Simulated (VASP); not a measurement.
Calculation: LDA (Ceperley-Alder, Perdew-Zunger), VASP's LDA PAW potentials (set 64) (plane waves; VASP).

VASP input:

**POSCAR**
```
HfN
1.0
  0.0000000000   2.2600000000   2.2600000000
  2.2600000000   0.0000000000   2.2600000000
  2.2600000000   2.2600000000   0.0000000000
Hf N
1 1
Cartesian
  0.0000000000   0.0000000000   0.0000000000
  2.2600000000   2.2600000000   2.2600000000
```

INCAR:
```
SYSTEM = HfN
PREC = Accurate
ENCUT = 520
EDIFF = 1E-6
NELM = 100
ALGO = Normal
LREAL = .FALSE.
LASPH = .TRUE.
ISMEAR = 1
SIGMA = 0.1
LMAXMIX = 6
LWAVE = .FALSE.
LCHARG = .FALSE.
IBRION = 2
ISIF = 3
NSW = 60
EDIFFG = -0.01
```

KPOINTS:
```
Automatic mesh
0
Gamma
13 13 13
0 0 0
```

POTCAR, in this order: Hf_pv N (LDA.64 set). Program: vasp_std.

Output of the run:

File OSZICAR:
```
       N       E                     dE             d eps       ncg     rms          rms(c)
DAV:   1     0.330161962530E+02    0.33016E+02   -0.82692E+03  1848   0.128E+03
DAV:   2    -0.249298387489E+02   -0.57946E+02   -0.54619E+02  2474   0.239E+02
DAV:   3    -0.268095357583E+02   -0.18797E+01   -0.18679E+01  2391   0.366E+01
DAV:   4    -0.268253737015E+02   -0.15838E-01   -0.15699E-01  2189   0.340E+00
DAV:   5    -0.268256629898E+02   -0.28929E-03   -0.28868E-03  2371   0.318E-01    0.503E+01
DAV:   6    -0.239802962725E+02    0.28454E+01   -0.16012E+01  2085   0.279E+01    0.428E+01
DAV:   7    -0.238722828354E+02    0.10801E+00   -0.71370E-01  2124   0.723E+00    0.268E+01
DAV:   8    -0.238473227653E+02    0.24960E-01   -0.12967E-01  2124   0.339E+00    0.505E+00
DAV:   9    -0.238391402103E+02    0.81826E-02   -0.48132E-02  2118   0.156E+00    0.151E+00
DAV:  10    -0.238386590603E+02    0.48115E-03   -0.27550E-03  2147   0.442E-01    0.115E-01
DAV:  11    -0.238386662355E+02   -0.71752E-05   -0.70600E-05  2237   0.907E-02    0.264E-02
DAV:  12    -0.238386653106E+02    0.92490E-06   -0.53987E-06  2108   0.229E-02
   1 F= -.23838665E+02 E0= -.23838550E+02  d E =-.238387E+02
       N       E                     dE             d eps       ncg     rms          rms(c)
DAV:   1    -0.244425416610E+02   -0.60388E+00   -0.20000E+01  1848   0.481E+01    0.165E+01
DAV:   2    -0.239009468509E+02    0.54159E+00   -0.87069E-01  1935   0.923E+00    0.763E+00
DAV:   3    -0.237378468906E+02    0.16310E+00   -0.33937E-01  2031   0.600E+00    0.460E+00
DAV:   4    -0.237327177758E+02    0.51291E-02   -0.16636E-02  2229   0.129E+00    0.294E+00
DAV:   5    -0.237319812845E+02    0.73649E-03   -0.19041E-03  2214   0.345E-01    0.263E-01
DAV:   6    -0.237319684257E+02    0.12859E-04   -0.14662E-04  2218   0.114E-01    0.582E-02
DAV:   7    -0.237319642927E+02    0.41330E-05   -0.55158E-06  2166   0.245E-02    0.296E-02
DAV:   8    -0.237319641009E+02    0.19179E-06   -0.52942E-07  1158   0.606E-03
   2 F= -.23731964E+02 E0= -.23731763E+02  d E =0.106701E+00
       N       E                     dE             d eps       ncg     rms          rms(c)
DAV:   1    -0.241847377950E+02   -0.45277E+00   -0.89030E+00  1848   0.318E+01    0.112E+01
DAV:   2    -0.239456055746E+02    0.23913E+00   -0.43173E-01  1908   0.646E+00    0.534E+00
DAV:   3    -0.238724535353E+02    0.73152E-01   -0.16282E-01  2025   0.395E+00    0.337E+00
DAV:   4    -0.238700358156E+02    0.24177E-02   -0.10210E-02  2256   0.968E-01    0.201E+00
DAV:   5    -0.238696719920E+02    0.36382E-03   -0.16975E-03  2150   0.344E-01    0.149E-01
DAV:   6    -0.238696615881E+02    0.10404E-04   -0.11063E-04  2180   0.101E-01    0.497E-02
DAV:   7    -0.238696594731E+02    0.21150E-05   -0.39269E-06  2106   0.202E-02    0.321E-02
DAV:   8    -0.238696594410E+02    0.32075E-07   -0.27062E-07  1086   0.429E-03
   3 F= -.23869659E+02 E0= -.23869513E+02  d E =-.309941E-01
       N       E                     dE             d eps       ncg     rms          rms(c)
DAV:   1    -0.238697257287E+02   -0.66256E-04   -0.12493E-03  1863   0.375E-01    0.122E-01
DAV:   2    -0.238696912876E+02    0.34441E-04   -0.61080E-05  1923   0.758E-02    0.556E-02
DAV:   3    -0.238696811137E+02    0.10174E-04   -0.21445E-05  2046   0.456E-02    0.372E-02
DAV:   4    -0.238696806677E+02    0.44600E-06   -0.12684E-06  1223   0.114E-02
   4 F= -.23869681E+02 E0= -.23869534E+02  d E =-.310154E-01
```

### OUTCAR
```
------------------------ aborting loop because EDIFF is reached ----------------------------------------
  FORCE on cell =-STRESS in cart. coord.  units (eV):
  Direction    XX          YY          ZZ          XY          YZ          ZX
  --------------------------------------------------------------------------------------
  Total       -0.0040207     -0.0040207     -0.0040207     -0.0000000      0.0000000      0.0000000
  in kB       -0.2900022     -0.2900022     -0.2900022     -0.0000000      0.0000000      0.0000000
  external PRESSURE =      -0.2900022 kB  Pullay stress =       0.0000000 kB
  volume of cell :       22.21
      direct lattice vectors                 reciprocal lattice vectors
     0.000000000  2.231142310  2.231142310    -0.224100452  0.224100452  0.224100452
     2.231142310  0.000000000  2.231142310     0.224100452 -0.224100452  0.224100452
     2.231142310  2.231142310  0.000000000     0.224100452  0.224100452 -0.224100452
 POSITION                                       TOTAL-FORCE (eV/Angst)
 -----------------------------------------------------------------------------------
      2.23114      2.23114      4.46228         0.000000     -0.000000      0.000000
      2.23114      2.23114      2.23114        -0.000000      0.000000     -0.000000
 -----------------------------------------------------------------------------------
    total drift:                               -0.000000     -0.000000     -0.000000
  FREE ENERGIE OF THE ION-ELECTRON SYSTEM (eV)
  ---------------------------------------------------
  free  energy   TOTEN  =       -23.8696806677 eV

  energy  without entropy=      -23.8692394578  energy(sigma->0) =      -23.86953360

 reached required accuracy - stopping structural energy minimisation
```
(Selected blocks of OUTCAR.)

**CONTCAR**
```
HfN
   1.00000000000000
     0.0000000000000000    2.2311423100678258    2.2311423100678258
     2.2311423100678258    0.0000000000000000    2.2311423100678258
     2.2311423100678258    2.2311423100678258    0.0000000000000000
  Hf              N
     1     1
Direct
     1.0000000000000000    1.0000000000000000    0.0000000000000000
     0.5000000000000000    0.5000000000000000    0.5000000000000000
```

**OUTCAR**
```
 val. band max:        8.6013033632   @ k =   0.1538   0.0000   0.0000

 cond. band min:       8.6600364477   @ k =  -0.3846   0.3077   0.0000


 Fermi energy:         8.6253501947

 k-point     1 :       0.0000    0.0000    0.0000
  band No.  band energies     occupation
      1     -22.2544      2.00000
      2     -22.2544      2.00000
      3     -22.2544      2.00000
      4      -8.9133      2.00000
      5       5.5472      2.00000
      6       5.5472      2.00000
      7       5.5472      2.00000
      8       8.1227      2.00000
      9       8.1227      2.00000
     10       8.1227      2.00000
     11      10.5357     -0.00000

 k-point     2 :       0.0769    0.0000    0.0000
  band No.  band energies     occupation
      1     -22.3264      2.00000
      2     -22.2602      2.00000
      3     -22.2602      2.00000
      4      -8.7616      2.00000
      5       4.9488      2.00000
      6       5.1736      2.00000
      7       5.1736      2.00000
      8       8.3040      2.00005
      9       8.3341      2.00030
     10       8.3341      2.00030
     11      11.0226      0.00000

 k-point     3 :       0.1538    0.0000    0.0000
  band No.  band energies     occupation
      1     -22.5201      2.00000
      2     -22.2761      2.00000
      3     -22.2761      2.00000
      4      -8.3363      2.00000
      5       3.7134      2.00000
      6       4.3950      2.00000
      7       4.3950      2.00000
      8       8.6013      1.39425
      9       8.8716     -0.00273
     10       8.8716     -0.00273
     11      12.2116      0.00000

 k-point     4 :       0.2308    0.0000    0.0000
  band No.  band energies     occupation
      1     -22.7801      2.00000
      2     -22.2984      2.00000
      3     -22.2984      2.00000
      4      -7.7164      2.00000
      5       2.3716      2.00000
      6       3.5943      2.00000
      7       3.5943      2.00000
      8       9.0188     -0.00000
      9       9.6612     -0.00000
...
```

Energy and stress use the plane-wave basis of the starting cell. Unless said otherwise, spin-orbit coupling is left out, though it shifts the bands of the heavy elements here.

The compound is HfN in the rock salt structure. This run relaxes it. Symmetry was kept, so distortions that lower it aren't found. The electron count is odd and the run is not spin-polarised, which forces a metal.
